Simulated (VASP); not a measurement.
**FeCuSO: magnetic orders**

Wanted: the lowest of several collinear orders of FeCuSO. The start is a cell from a database of measured crystal structures.

Method: r2SCAN, DFT+U (Cu d 5 eV, Fe d 3 eV), spin-polarised from a ferromagnetic start; plane waves and PAW (Cu, Fe, S, O), in the first sound run; inputs show where later runs differ, in VASP 6.6.1.

## Step 1: The structure

The structure is tetragonal, space group P4/nmm (No. 129). Conventional cell: a = 3.822 Å, b = 3.822 Å, c = 8.645 Å, α = 90.00°, β = 90.00°, γ = 90.00°. Nearest to Cu lie 4 S at 2.34 Å. Nearest to Fe lie 4 O at 2.02 Å. Nearest to S lie 4 Cu at 2.34 Å. O has 4 Fe at 2.02 Å nearest. Farther neighbours and most contacts between anions are not listed.

As a file:

```cif
data_structure
_symmetry_space_group_name_H-M 'P 1'
_symmetry_Int_Tables_number 1
_cell_length_a 3.8219
_cell_length_b 3.8219
_cell_length_c 8.6450
_cell_angle_alpha 90.000
_cell_angle_beta 90.000
_cell_angle_gamma 90.000
_cell_volume 126.28
loop_
_atom_site_label
_atom_site_type_symbol
_atom_site_fract_x
_atom_site_fract_y
_atom_site_fract_z
_atom_site_occupancy
Cu1 Cu 0.50000 0.50000 0.50000 1
Cu2 Cu 0.00000 0.00000 0.50000 1
Fe3 Fe 0.00000 0.00000 0.00000 1
Fe4 Fe 0.50000 0.50000 0.00000 1
S5 S 0.00000 0.50000 0.65580 1
S6 S 0.50000 0.00000 0.34420 1
O7 O 0.00000 0.50000 0.07440 1
O8 O 0.50000 0.00000 0.92560 1
```

## Step 2: Relax in the ferromagnetic state

All later runs share one geometry, relaxed here from a start with parallel moments; where they turned over, the text says so.

INCAR reads:

```
SYSTEM = FeCuSO
PREC = Normal
ENCUT = 480
EDIFF = 1E-05
NELM = 120
ISMEAR = 0
SIGMA = 0.05
LREAL = .FALSE.
ALGO = Normal
METAGGA = R2SCAN
LASPH = .TRUE.
NBANDS = 48
ISPIN = 2
MAGMOM = 0.6 0.6 3 3 0 0 0 0
LDAU = .TRUE.
LDAUTYPE = 2
LDAUL = 2 2 -1 -1
LDAUU = 5 3 0 0
LDAUJ = 0 0 0 0
LDAUPRINT = 1
LMAXMIX = 4
LORBIT = 11
LWAVE = .FALSE.
LCHARG = .FALSE.
IBRION = 2
NSW = 30
ISIF = 3
EDIFFG = -0.02
POTIM = 0.4
```

POSCAR reads:

```
FeCuSO
1.0
    3.8219000000      0.0000000000      0.0000000000
    0.0000000000      3.8219000000      0.0000000000
    0.0000000000      0.0000000000      8.6450000000
Cu Fe S O
2 2 2 2
Direct
    0.5000000000      0.5000000000      0.5000000000
    0.0000000000      0.0000000000      0.5000000000
    0.0000000000      0.0000000000      0.0000000000
    0.5000000000      0.5000000000      0.0000000000
    0.0000000000      0.5000000000      0.6558000000
    0.5000000000      0.0000000000      0.3442000000
    0.0000000000      0.5000000000      0.0744000000
    0.5000000000      0.0000000000      0.9256000000
```

KPOINTS reads:

```
Automatic mesh
0
Gamma
5 5 2
0 0 0
```

Potentials, in the order of the species: Cu, Fe, S and O (PBE family, release 64).

Launch:

```
mpirun -np 1 vasp_std
```

Output:

```text
[banner, memory and clock lines left out]
running    1 mpi-ranks, on    1 nodes
 distrk:  each k-point on    1 cores,    1 groups
 distr:  one band on    1 cores,    1 groups

 POSCAR found type information on POSCAR CuFeS O
 POSCAR found :  4 types and       8 ions
|                                                                             |
|               ----> ADVICE to this user running VASP <----                  |
|                                                                             |
|     You enforced a specific xc type in the INCAR file but a different       |
|     [... a line on the potential file left out ...]
|     I HOPE YOU KNOW WHAT YOU ARE DOING!                                     |
|                                                                             |

 LDA part: xc-table for (None), standard interpolation
 POSCAR, INCAR and KPOINTS ok, starting setup
 FFT: planning ... GRIDC
 FFT: planning ... GRID_SOFT
 FFT: planning ... GRID
 WAVECAR not read
 entering main loop
       N       E                     dE             d eps       ncg     rms          rms(c)
DAV:   1     0.593375291660E+03    0.59338E+03   -0.25743E+04  2328   0.151E+03
DAV:   2     0.202190392886E+02   -0.57316E+03   -0.52824E+03  2320   0.381E+02
DAV:   3    -0.916174394429E+02   -0.11184E+03   -0.10515E+03  2744   0.181E+02
DAV:   4    -0.992623733543E+02   -0.76449E+01   -0.75749E+01  2960   0.517E+01
DAV:   5    -0.995293066784E+02   -0.26693E+00   -0.26679E+00  3240   0.101E+01    0.350E+01
DAV:   6    -0.931345615181E+02    0.63947E+01   -0.14551E+02  3176   0.127E+02    0.904E+01
DAV:   7    -0.787178944606E+02    0.14417E+02   -0.63163E+01  3304   0.122E+02    0.244E+01
DAV:   8    -0.773072710539E+02    0.14106E+01   -0.19180E+01  3256   0.726E+01    0.203E+01
DAV:   9    -0.772571886685E+02    0.50082E-01   -0.69430E+00  3216   0.196E+01    0.921E+00
DAV:  10    -0.773989171183E+02   -0.14173E+00   -0.82632E-01  3456   0.858E+00    0.698E+00
DAV:  11    -0.774241025519E+02   -0.25185E-01   -0.40027E-01  3920   0.665E+00    0.552E+00
DAV:  12    -0.773648828971E+02    0.59220E-01   -0.51671E-01  3464   0.747E+00    0.202E+00
DAV:  13    -0.774275816202E+02   -0.62699E-01   -0.65923E-02  3536   0.333E+00    0.151E+00
DAV:  14    -0.774478520484E+02   -0.20270E-01   -0.54809E-02  3832   0.151E+00    0.104E+00
DAV:  15    -0.774604271069E+02   -0.12575E-01   -0.35693E-02  3456   0.123E+00    0.689E-01
DAV:  16    -0.774646574299E+02   -0.42303E-02   -0.44781E-02  3648   0.179E+00    0.380E-01
DAV:  17    -0.774667344018E+02   -0.20770E-02   -0.69741E-03  3408   0.918E-01    0.253E-01
DAV:  18    -0.774674272833E+02   -0.69288E-03   -0.41976E-03  3656   0.914E-01    0.143E-01
DAV:  19    -0.774676344013E+02   -0.20712E-03   -0.12023E-03  3456   0.365E-01    0.138E-01
DAV:  20    -0.774679522268E+02   -0.31783E-03   -0.86305E-04  3488   0.289E-01    0.862E-02
DAV:  21    -0.774679888206E+02   -0.36594E-04   -0.37480E-04  3472   0.187E-01    0.329E-02
DAV:  22    -0.774680193199E+02   -0.30499E-04   -0.24393E-04  3344   0.172E-01    0.228E-02
DAV:  23    -0.774680228462E+02   -0.35263E-05   -0.21930E-05  2112   0.459E-02
   1 F= -.77468023E+02 E0= -.77464874E+02  d E =-.774680E+02  mag=     8.8616
 curvature:   0.00 expect dE= 0.000E+00 dE for cont linesearch  0.000E+00
 trial: gam= 0.00000 g(F)=  0.170E-01 g(S)=  0.178E+00 ort = 0.000E+00 (trialstep = 0.100E+01)
 search vector abs. value=  0.195E+00
 bond charge predicted
       N       E                     dE             d eps       ncg     rms          rms(c)
DAV:   1    -0.790925831887E+02   -0.16246E+01   -0.29930E+01  2904   0.694E+01    0.104E+01
DAV:   2    -0.782763316738E+02    0.81625E+00   -0.11148E+01  2840   0.624E+01    0.725E+00
DAV:   3    -0.777534532591E+02    0.52288E+00   -0.34509E+00  2904   0.437E+01    0.729E+00
DAV:   4    -0.776133026944E+02    0.14015E+00   -0.78781E-01  3232   0.950E+00    0.249E+00
DAV:   5    -0.776074253192E+02    0.58774E-02   -0.98145E-02  3496   0.414E+00    0.233E+00
DAV:   6    -0.775893288383E+02    0.18096E-01   -0.80686E-02  3192   0.468E+00    0.786E-01
DAV:   7    -0.775867378246E+02    0.25910E-02   -0.27323E-02  3392   0.236E+00    0.304E-01
DAV:   8    -0.775870540322E+02   -0.31621E-03   -0.30353E-03  3280   0.759E-01    0.139E-01
DAV:   9    -0.775870932153E+02   -0.39183E-04   -0.36674E-04  3320   0.256E-01    0.791E-02
DAV:  10    -0.775870927537E+02    0.46162E-06   -0.14614E-04  3456   0.122E-01    0.308E-02
DAV:  11    -0.775871012465E+02   -0.84929E-05   -0.31943E-05  2448   0.605E-02
   2 F= -.77587101E+02 E0= -.77585133E+02  d E =-.119078E+00  mag=     8.9477
[... from here on, the cycles between the ionic steps are left out ...]
   3 F= -.77591699E+02 E0= -.77589714E+02  d E =-.123676E+00  mag=     8.9988
   4 F= -.77699580E+02 E0= -.77697630E+02  d E =-.107881E+00  mag=     9.1810
   5 F= -.77879371E+02 E0= -.77877812E+02  d E =-.287672E+00  mag=     9.1730
   6 F= -.77899583E+02 E0= -.77898446E+02  d E =-.202121E-01  mag=     9.1856
   7 F= -.77902824E+02 E0= -.77901662E+02  d E =-.234535E-01  mag=     9.1804
   8 F= -.77917830E+02 E0= -.77916847E+02  d E =-.150054E-01  mag=     9.1844
   9 F= -.77923110E+02 E0= -.77921783E+02  d E =-.202860E-01  mag=     9.1914
  10 F= -.77925115E+02 E0= -.77923763E+02  d E =-.200425E-02  mag=     9.1892
  11 F= -.77925114E+02 E0= -.77923753E+02  d E =-.200345E-02  mag=     9.1881
  12 F= -.77926417E+02 E0= -.77925043E+02  d E =-.130292E-02  mag=     9.1878
  13 F= -.77926929E+02 E0= -.77925538E+02  d E =-.181482E-02  mag=     9.1877
  14 F= -.77927230E+02 E0= -.77925830E+02  d E =-.301415E-03  mag=     9.1883
  15 F= -.77927248E+02 E0= -.77925844E+02  d E =-.319031E-03  mag=     9.1886
  16 F= -.77927246E+02 E0= -.77925841E+02  d E =-.316920E-03  mag=     9.1884
  17 F= -.77927248E+02 E0= -.77925843E+02  d E =-.319458E-03  mag=     9.1885
  18 F= -.77927343E+02 E0= -.77925928E+02  d E =-.946149E-04  mag=     9.1875
  19 F= -.77927353E+02 E0= -.77925943E+02  d E =-.105029E-03  mag=     9.1880
  20 F= -.77927357E+02 E0= -.77925944E+02  d E =-.108679E-03  mag=     9.1878
  21 F= -.77927346E+02 E0= -.77925931E+02  d E =-.975069E-04  mag=     9.1876
  22 F= -.77927359E+02 E0= -.77925947E+02  d E =-.110628E-03  mag=     9.1878
  23 F= -.77927365E+02 E0= -.77925952E+02  d E =-.117154E-03  mag=     9.1877
  24 F= -.77927357E+02 E0= -.77925945E+02  d E =-.108589E-03  mag=     9.1878
  25 F= -.77927359E+02 E0= -.77925947E+02  d E =-.110935E-03  mag=     9.1877
  26 F= -.77927431E+02 E0= -.77926012E+02  d E =-.720132E-04  mag=     9.1876
 trial-energy change:   -0.000072  1 .order   -0.000081   -0.000107   -0.000055
 step:   1.6251(harm=  1.6251)  dis= 0.00210  next Energy=   -77.927469 (dE=-0.110E-03)
 bond charge predicted
       N       E                     dE             d eps       ncg     rms          rms(c)
DAV:   1    -0.779275680066E+02   -0.13541E-03   -0.71429E-03  3120   0.667E-01    0.838E-02
DAV:   2    -0.779275045018E+02    0.63505E-04   -0.86013E-04  3352   0.536E-01    0.459E-02
DAV:   3    -0.779274948786E+02    0.96232E-05   -0.20095E-04  2928   0.311E-01    0.402E-02
DAV:   4    -0.779274929270E+02    0.19516E-05   -0.19757E-05  1568   0.627E-02
  27 F= -.77927493E+02 E0= -.77926065E+02  d E =-.133875E-03  mag=     9.1874
 curvature:  -0.78 expect dE=-0.512E-04 dE for cont linesearch -0.191E-04
 trial: gam= 0.08070 g(F)=  0.313E-04 g(S)=  0.342E-04 ort = 0.562E-04 (trialstep = 0.960E+00)
 search vector abs. value=  0.755E-04
 reached required accuracy - stopping structural energy minimisation
```

It took 25 min on 1 MPI rank of Intel Xeon 6975P-C (Granite Rapids), shared host; peak memory 0.24 GiB.

Lines that name or quote the potential files are left out of all logs, and their timing lines are given in words.

(Continued in part 2 of 7.)

[Lines on the potential files, build, host, timing and source positions are cut from VASP's logs without a mark.]

[Logs are printed without paths, hosts, clocks, repeated set-up lines and the standing remarks that a program may print on its own settings, such as how far it seeks lower states.]

[Hosts, paths, dates, database ids (printed as entryN), source tags and the programs' standing remarks are cut or masked in the printed files.]

[In band tables of VASP the shares of atoms and orbitals are scaled to a sum of 1 inside the atoms' spheres.]

[Runs that stopped without an error message from VASP are left out.]
